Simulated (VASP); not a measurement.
Crystal: ScPd.

```
CELL_PARAMETERS angstrom
3.28300 0.00000 0.00000
0.00000 3.28300 0.00000
0.00000 0.00000 3.28300
ATOMIC_POSITIONS crystal
Sc 0.50000 0.50000 0.50000
Pd 0.00000 0.00000 0.00000
```

* Program: VASP 6.6.1
* Task: relaxation of cell and atoms
* Functional: LDA
* Potentials or basis: VASP PAW LDA potentials, release 64 (Sc_sv, Pd)
* Cutoff: 600 eV
* k mesh: 12 × 12 × 12
* Occupations: gaussian, width 0.1 eV
* Spin: no spin polarisation

At the start: pressure -5.4 GPa; volume 17.69 Å³/atom.

Task: How do energy, volume and symmetry change on relaxing?

Result: Over 3 steps the energy falls by 13.1 meV/atom and the volume is 16.94 Å³/atom (-4.2 %); space group Pm-3m (No. 221, to 0.05 Å).

The path:
```
step  energy change (eV)  largest force (eV/Å)  pressure (GPa)  volume (Å³)
   1              0.0000                0.0000           -5.38        35.38
   2              0.0018                0.0000            6.50        32.43
   3             -0.0263                0.0000           -0.03        33.89
```

Final structure:
```
Sc Pd
1.0
     3.23599    0.00000    0.00000
     0.00000    3.23599    0.00000
     0.00000    0.00000    3.23599
Sc Pd
1 1
Direct
  0.50000 0.50000 0.50000
  0.00000 0.00000 0.00000
```
